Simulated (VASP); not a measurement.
These are PBEsol GGA with spin-orbit coupling, VASP's PBE PAW potentials (set 64) (plane waves; VASP 6.6.1) values and carry that method's errors.

The input files of a VASP run:

### KPOINTS
```
kpoints
0
Gamma
 14 14 8
0 0 0
```

**INCAR**
```
PREC = Accurate
LASPH = T   ! aspherical one-centre terms
LREAL = F   ! projection in real space or not
MAGMOM = 6*0
ISMEAR = 0   ! Gaussian
LCHARG = F
LWAVE = F
ALGO = Normal   ! blocked Davidson
NELM = 100   ! most electronic steps
LSORBIT = T
EDIFF = 1E-6   ! SCF stop (eV)
SYSTEM = Os
ENCUT = 400
GGA_COMPAT = F
LMAXMIX = 6
GGA = PS   ! PBEsol
SIGMA = 0.05
```

POSCAR:
```
Os
1.0
  1.3654888047  -2.3650956343   0.0000000000
  1.3654888047   2.3650956343   0.0000000000
  0.0000000000   0.0000000000   4.3062269472
Os
2
Cart
  1.3654888047   0.7883667882   1.0765567368
  1.3654888047  -0.7883667882   3.2296702104
```

KPOINTS_OPT:
```
k-points along high-symmetry lines
5
Line-mode
Reciprocal
  0.000000   0.000000   0.000000 ! GAMMA
  0.000000   0.500000   0.000000 ! M

  0.000000   0.500000   0.000000 ! M
 -0.333333   0.666667   0.000000 ! K

 -0.333333   0.666667   0.000000 ! K
  0.000000   0.000000   0.000000 ! GAMMA

  0.000000   0.000000   0.000000 ! GAMMA
  0.000000   0.000000   0.500000 ! A

  0.000000   0.000000   0.500000 ! A
  0.000000   0.500000   0.500000 ! L

  0.000000   0.500000   0.500000 ! L
 -0.333333   0.666667   0.500000 ! H

 -0.333333   0.666667   0.500000 ! H
  0.000000   0.000000   0.500000 ! A

  0.000000   0.500000   0.500000 ! L
  0.000000   0.500000   0.000000 ! M

 -0.333333   0.666667   0.500000 ! H
 -0.333333   0.666667   0.000000 ! K
```

POTCAR, in this order: Os (PBE.64 set). Program: vasp_ncl.

**Question.** Predict the energy per atom (σ→0), band gap (over mesh and band path).

**Answer.** 
The energy per atom (σ→0) comes out as -12.570 eV/atom and the band gap (over mesh and band path) comes out as none (metal, semimetal or under 0.01 eV).

OSZICAR:
```
...
DAV:   9    -0.251400919566E+02    0.46421E-02   -0.47820E-03  5880   0.817E-01    0.256E-01
DAV:  10    -0.251401256109E+02   -0.33654E-04   -0.34397E-05  6912   0.747E-02    0.277E-02
DAV:  11    -0.251401146391E+02    0.10972E-04   -0.18612E-06  5448   0.168E-02    0.232E-02
DAV:  12    -0.251401040677E+02    0.10571E-04   -0.17529E-06  5536   0.180E-02    0.966E-03
DAV:  13    -0.251401023244E+02    0.17433E-05   -0.24223E-07  2992   0.538E-03    0.857E-04
DAV:  14    -0.251401022783E+02    0.46022E-07   -0.27723E-08  2952   0.172E-03
   1 F= -.25140102E+02 E0= -.25139038E+02  d E =-.212862E-02  mag=     0.0000     0.0000    -0.0000
       N       E                     dE             ncg
```

The compound is Os in the hcp structure. It was relaxed first.
